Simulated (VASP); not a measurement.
A run of VASP 6.6.1:

File INCAR:

```
SYSTEM = HfZrSe3
ALGO     = Fast           ! electronic algorithm
EDIFF    = 1E-4           ! SCF threshold, eV
EDIFFG   = -0.08          ! ionic threshold
ENCUT    = 520            ! plane-wave cutoff, eV
GGA      = PE             ! functional
IBRION   = 2              ! ionic algorithm
ISIF     = 3              ! what is computed and relaxed
ISMEAR   = 0              ! smearing method
KPAR     = 2            
LASPH    = .True.         ! aspherical terms in the spheres
LCHARG   = .False.        ! write CHGCAR
LREAL    = .False.        ! projectors in reciprocal space
LWAVE    = .False.        ! write WAVECAR
NELM     = 60             ! most SCF steps
NSW      = 24             ! ionic steps
PREC     = Normal         ! precision mode
SIGMA    = 0.15           ! smearing width, eV
```

The input KPOINTS:

```
k-points
0
Gamma
  4 4 2
  0 0 0
```

Contents of POSCAR:

```
HfZrSe3
1.0
    3.7200000000      0.0000000000      0.0000000000
   -1.8600000000      3.2216145000      0.0000000000
    0.0000000000      0.0000000000      9.6400000000
Zr Hf Se
1 1 3
Direct
    0.3333333300      0.6666666700      0.4900000000
    0.0000000000      0.0000000000      0.1600000000
    0.3333333300      0.6666666700      0.0000000000
    0.6666666700      0.3333333300      0.3200000000
    0.0000000000      0.0000000000      0.6600000000
```

Potentials or basis: VASP PAW PBE potentials, release 64 (Zr_sv, Hf_pv, Se).

Command:

```console
$ cat potpaw_PBE.64/Zr_sv/POTCAR potpaw_PBE.64/Hf_pv/POTCAR potpaw_PBE.64/Se/POTCAR > POTCAR
$ mpirun -np 2 vasp_std > vasp.out
```

Hardware: 2 MPI ranks on Intel(R) Xeon(R) Platinum 8488C (Sapphire Rapids), on a shared host.

**Question.** Estimate the wall time of this run.

**Answer.** It took 55 s on 2 MPI ranks on Intel(R) Xeon(R) Platinum 8488C (Sapphire Rapids), with other jobs on the host, peak memory 0.18 GiB a rank. Counts: scf iterations 75, k points 8, ion steps 11.
